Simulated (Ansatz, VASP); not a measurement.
## Zn2Sb in VASP and in Ansatz

```
CELL_PARAMETERS angstrom
0.00000 3.88764 3.88764
3.88764 0.00000 3.88764
3.88764 3.88764 0.00000
ATOMIC_POSITIONS crystal
Zn 0.62500 0.62500 0.62500
Zn 0.12500 0.62500 0.62500
Zn 0.62500 0.62500 0.12500
Zn 0.62500 0.12500 0.62500
Sb 0.00000 0.00000 0.00000
Sb 0.25000 0.25000 0.25000
```

Alike in both runs: functional PBE; k mesh 8 × 8 × 8; occupations gaussian, width 0.1 eV; no spin polarisation.

Ansatz relaxed the structure, and its values are those at the end. VASP's run is a single point on that final structure, the one shown.

|  | VASP | Ansatz |
| --- | --- | --- |
| version | VASP 6.6.1 | Ansatz 0.2.0 |
| potentials or method | VASP PAW PBE potentials, release 64 (Zn, Sb) | scalar-relativistic, plane waves, PAW |
| plane-wave cutoff (eV) | 520 | 420 |
| valence electrons in the cell | 58 | 78 |

```tsv
	VASP	Ansatz	Ansatz less VASP
gap on the k mesh at the Fermi level (eV)	none	none	-
pressure (GPa)	0.2	0.0	-0.21
```

A gap of «none» marks a metal or a gap that the smearing closes. The functional is the same, so the differences come from potentials, cutoffs and numerics. The two sets of potentials don't hold the same shells in valence.

The runs have no spin-orbit coupling, so splittings on Sb are missing.
